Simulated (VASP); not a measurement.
```xyz
2
Lattice="0.0000 2.8321 2.8321 2.8321 0.0000 2.8321 2.8321 2.8321 0.0000" Properties=species:S:1:pos:R:3 pbc="T T T"
Ga     5.6643     5.6643     5.6643
As     1.4161     1.4661     1.4161
```

Method: r2SCAN meta-GGA, VASP's PBE PAW potentials (set 64) (plane waves; VASP). Numerical set-up: 480 eV cut-off, 8×8×8 Γ-centred mesh, Gaussian smearing of 0.050 eV, potentials Ga_d As.

Question: Give the force on each atom (eV/Å).

Answer: 
```json
[
 {"atom": "Ga1", "Fx": "0.000", "Fy": "0.473", "Fz": "0.000"},
 {"atom": "As2", "Fx": "0.000", "Fy": "-0.473", "Fz": "0.000"}
]
```

Question: Give the stress tensor in GPa (positive for a compressed cell).

Answer: 
```
 0.27   0.00  -1.24
 0.00   0.18   0.00
-1.24   0.00   0.27
```
The pressure is its mean diagonal, 0.24 GPa.

The compound is GaAs in the zinc blende structure. This cell was strained or had an atom moved on purpose.
